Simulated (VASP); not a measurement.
A run of VASP 6.6.1:

Contents of INCAR:

```
PREC = Accurate
ENCUT = 600
EDIFF = 1E-6
ISMEAR = 0
SIGMA = 0.03
LREAL = False
LASPH = True
NELM = 80
ALGO = Normal
ISIF = 3
LWAVE = False
LCHARG = False
METAGGA = R2SCAN
LMIXTAU = True
IBRION = 2
NSW = 90
EDIFFG = -0.01
KPAR = 2
```

The input KPOINTS:

```
regular mesh
0
Gamma
  6 6 4
```

POSCAR

```
BaMgSbF
1.0
    4.5733000000      0.0000000000      0.0000000000
    0.0000000000      4.5733000000      0.0000000000
    0.0000000000      0.0000000000      9.8184000000
Ba Sb Mg F
2 2 2 2
Direct
    0.5000000000      0.0000000000      0.1404600000
    0.0000000000      0.5000000000      0.8595400000
    0.5000000000      0.0000000000      0.6750100000
    0.0000000000      0.5000000000      0.3249900000
    0.5000000000      0.5000000000      0.5000000000
    0.0000000000      0.0000000000      0.5000000000
    0.5000000000      0.5000000000      0.0000000000
    0.0000000000      0.0000000000      0.0000000000
```

Potentials or basis: VASP PAW PBE potentials, release 64 (Ba_sv, Sb, Mg, F).

Command:

```sh
$ cat potpaw_PBE.64/Ba_sv/POTCAR potpaw_PBE.64/Sb/POTCAR potpaw_PBE.64/Mg/POTCAR potpaw_PBE.64/F/POTCAR > POTCAR
$ mpirun -np 2 vasp_std > vasp.out
```

Hardware: 2 MPI ranks on Intel(R) Xeon(R) 6975P-C (Granite Rapids), with other jobs on the host.

**Question.** How long does it take, and how much memory?

**Answer.** Run time: 15 min on 2 MPI ranks on Intel(R) Xeon(R) 6975P-C (Granite Rapids), on a shared host, peak memory 0.58 GiB a rank. Counts: scf iterations 69, k points 30, ion steps 6.
